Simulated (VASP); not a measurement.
```
CELL_PARAMETERS angstrom
      1.78090    -3.08461     0.00000
      1.78090     3.08461     0.00000
      0.00000     0.00000     5.48701
ATOMIC_POSITIONS crystal
  Dy 0.33333 0.66667 0.25000
  Dy 0.66667 0.33333 0.75000
```

Computed with PBE GGA with D3 dispersion (zero damping), VASP's PBE PAW potentials (set 64) (plane waves; VASP). Run with 520 eV cut-off, 11×11×6 Γ-centred mesh, first-order Methfessel-Paxton smearing of 0.10 eV, potentials Dy_3.

The 4f electrons are frozen in the core of the lanthanide potential, so 4f levels, which can set the real gap, and their magnetism are missing.

Predict the energy per atom (σ→0), band gap (on the k-mesh) with the smallest direct gap where there is one.

```json
{
  "band gap (on the k-mesh)": "none (metal, semimetal or under 0.01 eV)",
  "energy per atom (σ→0)": "-4.917 eV/atom"
}
```

Only differences to runs with the same potentials and settings are physical.

The compound is Dy in the hcp structure. It was relaxed first. The start is the result of an earlier pass.
